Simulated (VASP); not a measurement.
Crystal: Rb3Ba.

```
Ba Rb
1.0
     0.00000    5.51443    5.51443
     5.51443    0.00000    5.51443
     5.51443    5.51443    0.00000
Ba Rb
1 3
Direct
  0.00000 0.00000 0.00000
  0.50000 0.50000 0.50000
  0.75000 0.75000 0.75000
  0.25000 0.25000 0.25000
```

The cell comes from a database or a generator and needn't be the stable form of this composition.

```yaml
Program: VASP 6.6.1
Task: single point
Functional: PBE
Potentials_or_basis: VASP PAW PBE potentials, release 64 (Ba_sv, Rb_sv)
Cutoff: 520 eV
k_mesh: 4 × 4 × 4
Occupations: fermi-dirac, width 0.05 eV
Spin: no spin polarisation
```

On this cell: pressure 0.0 GPa; largest force zero by symmetry; band gap on the k mesh none (metal or under the smearing width).

The same run follows on a disturbed copy (atoms moved at random, drawn with an rms of 0.05 Å):

```
Ba Rb
1.0
     0.00000    5.51443    5.51443
     5.51443    0.00000    5.51443
     5.51443    5.51443    0.00000
Ba Rb
1 3
Cartesian
  0.0570 -0.0221 -0.0245
  5.4572 5.5327 5.5440
  8.2406 8.2563 8.2739
  2.7863 2.7161 2.7147
```

Question: What does the disturbed cell give?

Answer: The energy (extrapolated to zero smearing) moves by +1.0 meV/atom; pressure 0.0 GPa; largest force 0.044 eV/Å; band gap on the k mesh none (metal or under the smearing width).

Forces in eV/Å, atoms in the order of the input:
```
Ba  -0.042 -0.002  0.006
Rb   0.030 -0.022 -0.024
Rb   0.024  0.004 -0.005
Rb  -0.012  0.020  0.023
```
